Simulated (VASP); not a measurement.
# Ag3F (Fm-3m) in VASP: reference runs

Reference runs on Ag3F: the cell as given.

Everything below comes from runs of VASP 6.6.1. Logs are shortened: lines on timing, memory, paths and dates and some standing lists are left out, and cuts for length are marked.

## (1) The structure

It takes space group Fm-3m (No. 225, cubic). Conventional cell: a = 6.432 Å, b = 6.432 Å, c = 6.432 Å, α = 90.00°, β = 90.00°, γ = 90.00°. Around Ag (site symmetry -43m) lie 4 Ag at 2.79 Å and 4 F at 2.79 Å. Ag (site symmetry m-3m) has 8 Ag at 2.79 Å as nearest neighbours. Around F (site symmetry m-3m) lie 8 Ag at 2.79 Å.

The cell was built by a generator and needn't be a form met in nature.

## (2) Single point, PBE

INCAR

```
SYSTEM = Ag3F
PREC = Accurate
ENCUT = 520
EDIFF = 1E-7
ISMEAR = -1
SIGMA = 0.05
LREAL = .False.
LASPH = .True.
NELM = 100
ALGO = Normal
ISIF = 2
LWAVE = .False.
LCHARG = .False.
GGA = PE
NBANDS = 28
```

KPOINTS

```
regular mesh
0
Gamma
  7 7 7
  0 0 0
```

POSCAR

```
Ag3F
1.0
    0.0000000000      3.2160900000      3.2160900000
    3.2160900000      0.0000000000      3.2160900000
    3.2160900000      3.2160900000      0.0000000000
Ag F
3 1
Direct
    0.2500000000      0.2500000000      0.2500000000
    0.7500000000      0.7500000000      0.7500000000
    0.5000000000      0.5000000000      0.5000000000
    0.0000000000      0.0000000000      0.0000000000
```

Potentials or basis: VASP PAW PBE potentials, release 64 (Ag, F).

Run with:

```sh
$ cat potpaw_PBE.64/Ag/POTCAR potpaw_PBE.64/F/POTCAR > POTCAR
$ mpirun -np 1 vasp_std > vasp.out
```

OUTCAR:

```text
SYSTEM = Ag3F
   PREC = Accurate
   ENCUT = 520
   EDIFF = 1E-7
   ISMEAR = -1
   LREAL = .False.
   LASPH = .True.
   NELM = 100
   ISIF = 2
   GGA = PE

 ion  position               nearest neighbor table
   1  0.250  0.250  0.250-   3 2.79   3 2.79   3 2.79   3 2.79   2 3.22   2 3.22   2 3.22   2 3.22
                             2 3.22   2 3.22
   2  0.750  0.750  0.750-   3 2.79   3 2.79   3 2.79   3 2.79   1 3.22   1 3.22   1 3.22   1 3.22
                             1 3.22   1 3.22
   3  0.500  0.500  0.500-   1 2.79   1 2.79   1 2.79   1 2.79   2 2.79   2 2.79   2 2.79   2 2.79

   4  0.000  0.000  0.000-

  LATTYP: Found a face centered cubic cell.
 ALAT       =     6.4321800000

  Lattice vectors:

 A1 = (   0.0000000000,   3.2160900000,   3.2160900000)
 A2 = (   3.2160900000,   0.0000000000,   3.2160900000)
 A3 = (   3.2160900000,   3.2160900000,   0.0000000000)

Analysis of symmetry for initial positions (statically):
=====================================================================
 Subroutine PRICEL returns:
 Original cell was already a primitive cell.

 Routine SETGRP: Setting up the symmetry group for a
 face centered cubic supercell.

 Subroutine GETGRP returns: Found 48 space group operations
 (whereof 48 operations were pure point group operations)
 out of a pool of 48 trial point group operations.

The static configuration has the point symmetry O_h .

Analysis of symmetry for dynamics (positions and initial velocities):
=====================================================================
 Subroutine PRICEL returns:
 Original cell was already a primitive cell.

 Routine SETGRP: Setting up the symmetry group for a
 face centered cubic supercell.

 Subroutine GETGRP returns: Found 48 space group operations
 (whereof 48 operations were pure point group operations)
 out of a pool of 48 trial point group operations.

The dynamic configuration has the point symmetry O_h .

 Subroutine INISYM returns: Found 48 space group operations
 (whereof 48 operations are pure point group operations),
 and found     1 'primitive' translations

----------------------------------------------------------------------------------------

                                     Primitive cell

  volume of cell :      66.5295

  direct lattice vectors                    reciprocal lattice vectors
     0.000000000  3.216090000  3.216090000    -0.155468286  0.155468286  0.155468286
     3.216090000  0.000000000  3.216090000     0.155468286 -0.155468286  0.155468286
     3.216090000  3.216090000  0.000000000     0.155468286  0.155468286 -0.155468286

  length of vectors
     4.548238096  4.548238096  4.548238096     0.269278970  0.269278970  0.269278970

  position of ions in fractional coordinates (direct lattice)
     0.250000000  0.250000000  0.250000000
     0.750000000  0.750000000  0.750000000
     0.500000000  0.500000000  0.500000000
     0.000000000  0.000000000  0.000000000

  ion indices of the primitive-cell ions
   primitive index   ion index
                 1           1
                 2           2
                 3           3
                 4           4

----------------------------------------------------------------------------------------

 KPOINTS: regular mesh

Automatic generation of k-mesh.
 Grid dimensions read from file:
 generate k-points for:    7    7    7

 Generating k-lattice:

  Cartesian coordinates                     Fractional coordinates (reciprocal lattice)
    -0.022209755  0.022209755  0.022209755     0.142857143  0.000000000  0.000000000
     0.022209755 -0.022209755  0.022209755     0.000000000  0.142857143  0.000000000
     0.022209755  0.022209755 -0.022209755     0.000000000  0.000000000  0.142857143

  Length of vectors
     0.038468424  0.038468424  0.038468424

  Shift w.r.t. Gamma in fractional coordinates (k-lattice)
     0.000000000  0.000000000  0.000000000

 Subroutine IBZKPT returns following result:
 ===========================================

 Found     20 irreducible k-points:

 Following reciprocal coordinates:
            Coordinates               Weight
  0.000000  0.000000  0.000000      1.000000
  0.142857  0.000000  0.000000      8.000000
  0.285714  0.000000  0.000000      8.000000
  0.428571  0.000000  0.000000      8.000000
  0.142857  0.142857  0.000000      6.000000
  0.285714  0.142857  0.000000     24.000000
[... 12 lines left out ...]
 -0.428571  0.428571  0.142857     24.000000
 -0.285714  0.428571  0.142857     24.000000
   k-points           NKPTS =     20   k-points in BZ     NKDIM =     20   number of bands    NBANDS=     28
   number of dos      NEDOS =    301   number of ions     NIONS =      4
   total plane-waves  NPLWV =  46656
   dimension x,y,z NGX =    36 NGY =   36 NGZ =   36
   dimension x,y,z NGXF=    72 NGYF=   72 NGZF=   72
   ions per type =               3   1
   NGX,Y,Z   is equivalent  to a cutoff of  13.16, 13.16, 13.16 a.u.
   NGXF,Y,Z  is equivalent  to a cutoff of  26.32, 26.32, 26.32 a.u.
 SYSTEM =  Ag3F
   PREC   = accura    normal or accurate (medium, high low for compatibility)
   ISTART =      0    job   : 0-new  1-cont  2-samecut
   ICHARG =      2    charge: 1-file 2-atom 10-const
   ISPIN  =      1    spin polarized calculation?
   LNONCOLLINEAR =      F non collinear calculations
   LSORBIT =      F    spin-orbit coupling
   LASPH  =      T    aspherical Exc in radial PAW
   ENCUT  =  520.0 eV  38.22 Ry    6.18 a.u.   8.46  8.46  8.46*2*pi/ulx,y,z
   NELM   =    100;   NELMIN=  2; NELMDL= -5     # of ELM steps
   EDIFF  = 0.1E-06   stopping-criterion for ELM
   LREAL  =      F    real-space projection
   EDIFFG = 0.1E-05   stopping-criterion for IOM
   NSW    =      0    number of steps for IOM
   IBRION =     -1    ionic relax: 0-MD 1-quasi-New 2-CG
   NFREE  =      0    steps in history (QN), initial steepest desc. (CG)
   ISIF   =      2    stress and relaxation
   ISYM   =      2    0-nonsym 1-usesym 2-fastsym
   POTIM  = 0.5000    time-step for ionic-motion
   TEBEG  =    0.0;   TEEND  =   0.0 temperature during run
   PSTRESS=    0.0 pullay stress
   NELECT =      40.0000    total number of electrons
   NUPDOWN=      -1.0000    fix difference up-down
   EMIN   =  10.00;   EMAX   =-10.00  energy-range for DOS
   EFERMI =   0.00;   METHOD = LEGACY
   ISMEAR =    -1;   SIGMA  =   0.05  broadening in eV -4-tet -1-fermi 0-gaus
   EFERMI_NEDOS =   21; number of points for ismear=-14 and -15
   IALGO  =     38    algorithm
   IMIX   =      4    mixing-type and parameters
     AMIX     =   0.40;   BMIX     =  1.00
     AMIX_MAG =   1.60;   BMIX_MAG =  1.00
  volume/ion in A,a.u.               =      16.63       112.24
  Fermi-wavevector in a.u.,A,eV,Ry     =   1.381730  2.611092 25.975955  1.909179
  Thomas-Fermi vector in A             =   2.506488
   LORBIT       =      0    0 simple, 1 ext, 2 COOP (PROOUT), +10 PAW based schemes
   GGA     = PE    functional components
   LHFCALC =     F    Hartree Fock is set to
   AEXX    =    0.0000 exact exchange contribution
   IVDW    =     0    specifies the selected vdW correction
   LEPSILON=     F    determine dielectric tensor
   LRPA    =     F    only Hartree local field effects (RPA)
 non-spin polarized calculation
  energy-cutoff  :      520.00
  volume of cell :       66.53
 maximum number of plane-waves:      1814
 NGX is ok and might be reduce to    36
   NGX = 17   NGY = 17   NGZ = 17

 number of electron      39.9999987 magnetization

 Free energy of the ion-electron system (eV)
  ---------------------------------------------------
  ext. energy  EPLUGINS =         0.00000000
  ---------------------------------------------------
  free energy    TOTEN  =       -11.10866330 eV

  energy without entropy =      -11.10572266  energy(sigma->0) =      -11.10719298

 E-fermi :   5.9537     XC(G=0): -11.3315

 val. band max:        5.8033418781   @ k =  -0.4286   0.1429   0.0000
 cond. band min:       6.0421308197   @ k =   0.4286   0.0000   0.0000
 fundamental gap:      0.2387889417
 Fermi energy:         5.9537218934

 k-point     1 :       0.0000    0.0000    0.0000
  band No.  band energies     occupation
      1     -16.2365      2.00000
      2       0.4816      2.00000
      3       0.5993      2.00000
      4       0.5993      2.00000
      5       0.6631      2.00000
      6       0.6631      2.00000
[... 20 lines left out ...]
     27      13.6786      0.00000
     28      16.1169      0.00000

 k-point     2 :       0.1429    0.0000    0.0000
  band No.  band energies     occupation
      1     -16.2337      2.00000
      2       0.2010      2.00000
      3       0.4943      2.00000
      4       0.4943      2.00000
      5       0.8699      2.00000
      6       0.8699      2.00000
[... 20 lines left out ...]
     27      14.9827      0.00000
     28      17.4727      0.00000

 k-point     3 :       0.2857    0.0000    0.0000
  band No.  band energies     occupation
      1     -16.2273      2.00000
      2       0.1857      2.00000
      3       0.5009      2.00000
      4       0.5009      2.00000
      5       0.9461      2.00000
      6       0.9461      2.00000
[... 20 lines left out ...]
     27      15.7607      0.00000
     28      18.2084      0.00000

 k-point     4 :       0.4286    0.0000    0.0000
  band No.  band energies     occupation
      1     -16.2222      2.00000
      2       0.2488      2.00000
      3       0.5698      2.00000
      4       0.5698      2.00000
      5       0.9125      2.00000
      6       0.9125      2.00000
[... 20 lines left out ...]
     27      15.4281      0.00000
     28      18.6544      0.00000

 k-point     5 :       0.1429    0.1429    0.0000
  band No.  band energies     occupation
      1     -16.2326      2.00000
      2       0.0382      2.00000
      3       0.6924      2.00000
      4       0.6924      2.00000
      5       0.6985      2.00000
      6       0.8045      2.00000
[... 20 lines left out ...]
     27      15.3242      0.00000
     28      16.6808      0.00000

 k-point     6 :       0.2857    0.1429    0.0000
  band No.  band energies     occupation
      1     -16.2276      2.00000
      2       0.0047      2.00000
      3       0.6575      2.00000
      4       0.6834      2.00000
      5       0.8743      2.00000
      6       0.9873      2.00000
[... 339 lines left out ...]
      5       0.8491      2.00000
      6       0.9243      2.00000
[... 20 lines left out ...]
     27      16.7225      0.00000
     28      18.4174      0.00000

 k-point    18 :      -0.4286    0.2857    0.1429
  band No.  band energies     occupation
      1     -16.2197      2.00000
      2       0.3208      2.00000
      3       0.5828      2.00000
      4       0.7881      2.00000
      5       0.8761      2.00000
      6       0.9669      2.00000
[... 20 lines left out ...]
     27      17.5418      0.00000
     28      18.3260      0.00000

 k-point    19 :      -0.4286    0.4286    0.1429
  band No.  band energies     occupation
      1     -16.2185      2.00000
      2       0.3043      2.00000
      3       0.5053      2.00000
      4       0.8518      2.00000
      5       0.9407      2.00000
      6       1.0732      2.00000
[... 20 lines left out ...]
     27      18.8700      0.00000
     28      19.4031      0.00000

 k-point    20 :      -0.2857    0.4286    0.1429
  band No.  band energies     occupation
      1     -16.2182      2.00000
      2       0.4040      2.00000
      3       0.4247      2.00000
      4       0.8935      2.00000
      5       0.9428      2.00000
      6       1.1569      2.00000
[... 20 lines left out ...]
     27      17.8634      0.00000
     28      18.9293      0.00000

------------------------ aborting loop because EDIFF is reached ----------------------------------------

  FORCE on cell =-STRESS in cart. coord.  units (eV):
  Direction    XX          YY          ZZ          XY          YZ          ZX
  --------------------------------------------------------------------------------------
  -------------------------------------------------------------------------------------
  Total       -0.0779466     -0.0779466     -0.0779466     -0.0000000      0.0000000     -0.0000000
  in kB       -1.8771240     -1.8771240     -1.8771240     -0.0000000      0.0000000     -0.0000000
  external PRESSURE =      -1.8771240 kB  Pullay stress =       0.0000000 kB

 VOLUME and BASIS-vectors are now :
 -----------------------------------------------------------------------------
  energy-cutoff  :      520.00
  volume of cell :       66.53
      direct lattice vectors                 reciprocal lattice vectors
     0.000000000  3.216090000  3.216090000    -0.155468286  0.155468286  0.155468286
     3.216090000  0.000000000  3.216090000     0.155468286 -0.155468286  0.155468286
     3.216090000  3.216090000  0.000000000     0.155468286  0.155468286 -0.155468286

 POSITION                                       TOTAL-FORCE (eV/Angst)
 -----------------------------------------------------------------------------------
      1.60804      1.60804      1.60804        -0.000000     -0.000000     -0.000000
      4.82414      4.82414      4.82414         0.000000      0.000000      0.000000
      3.21609      3.21609      3.21609         0.000000     -0.000000     -0.000000
      0.00000      0.00000      0.00000         0.000000     -0.000000     -0.000000
 -----------------------------------------------------------------------------------
    total drift:                                0.000000      0.000000      0.000000

  FREE ENERGIE OF THE ION-ELECTRON SYSTEM (eV)
  ---------------------------------------------------
  free  energy   TOTEN  =       -11.1086633006 eV

  energy  without entropy=      -11.1057226644  energy(sigma->0) =      -11.10719298
```

Run time: 94 s. Hardware: 1 thread of AMD EPYC, shared host; peak memory 0.18 GiB.

Results:

```yaml
Free_energy: -11.1087 eV
Pressure: -0.2 GPa
Band_gap_on_the_k_mesh: none (metal or under the smearing width)
```

Levels at points of the mesh, in eV from the Fermi level:
```csv
k point,band 18,band 19,band 20,band 21,band 22,band 23
"(0.00, 0.00, 0.00)",-2.79,-2.79,-2.79,6.36,6.36,6.36
```
